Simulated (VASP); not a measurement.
An input for Ansatz (written as the equivalent of a VASP run, and not itself run):

Ansatz 0.2 input:
```yaml
crystal:
  lattice:
    - [-2.0559990, 2.0559990, 4.7596280]
    - [2.0559990, -2.0559990, 4.7596280]
    - [2.0559990, 2.0559990, -4.7596280]
  atoms:
    - { symbol: La, position: [0.0049600, 0.0049600, 0.0000000] }
    - { symbol: Co, position: [0.6619300, 0.6619300, 0.0000000] }
    - { symbol: Si, position: [0.4253000, 0.4253000, 0.0000000] }
    - { symbol: Si, position: [0.2614100, 0.7614100, 0.5000000] }
    - { symbol: Si, position: [0.7614100, 0.2614100, 0.5000000] }
kpoints:
  mp_grid: { grid: [8, 8, 8] }
hamiltonian:
  xc: lda
  pseudopotentials: { kind: paw }
scf:
  occupations: { method: fermi_dirac, width: 0.1 }
  max_iter: 100
output: { forces: true, stress: true, eigenvalues: true }
```

**Question.** Write the VASP files for the same calculation (LDA).

**Answer.** This is not unique; one that fits is 
File KPOINTS:
```
Automatic
0
gamma
8 8 8
0 0 0
```

### POSCAR
```
LaCoSi3
1
   -2.0559990000     2.0559990000     4.7596280000
    2.0559990000    -2.0559990000     4.7596280000
    2.0559990000     2.0559990000    -4.7596280000
La Co Si
1 1 3
Direct
  0.0049600000   0.0049600000   0.0000000000
  0.6619300000   0.6619300000   0.0000000000
  0.4253000000   0.4253000000   0.0000000000
  0.2614100000   0.7614100000   0.5000000000
  0.7614100000   0.2614100000   0.5000000000
```

### INCAR
```
! general
SYSTEM  = LaCoSi3
PREC    = Accurate
ENCUT   = 300
LREAL   = .FALSE.
LASPH   = .TRUE.

! electronic loop
EDIFF   = 1E-6
NELM    = 100
ALGO    = Normal
LMAXMIX = 6

! smearing
ISMEAR  = -1
SIGMA   = 0.1

! ions
ISIF    = 2

! output
LWAVE   = .FALSE.
LCHARG  = .FALSE.
```

POTCAR, in this order: La Co Si (LDA.64 set). Program: vasp_std.

The two are equivalent in intent, not identical: each code has its own PAW files, so the cut-off isn't converted (ENCUT is set for VASP's; basis.ecutwfc is left out, and Ansatz then takes the one that its files recommend); Ansatz stops its SCF on the density residual and VASP on the energy change (EDIFF); Ansatz's lda is the Perdew-Wang form, while the LDA potentials of VASP carry Perdew-Zunger's.

The structure comes from a computed database's LaCoSi3 entry (I4mm); how it stands against other phases isn't given here. The cell was not relaxed at this level. The run is one of a series of settings (GGA removed, POTCAR La Co Si (LDA.64 set) against the base run), some of them coarse on purpose.
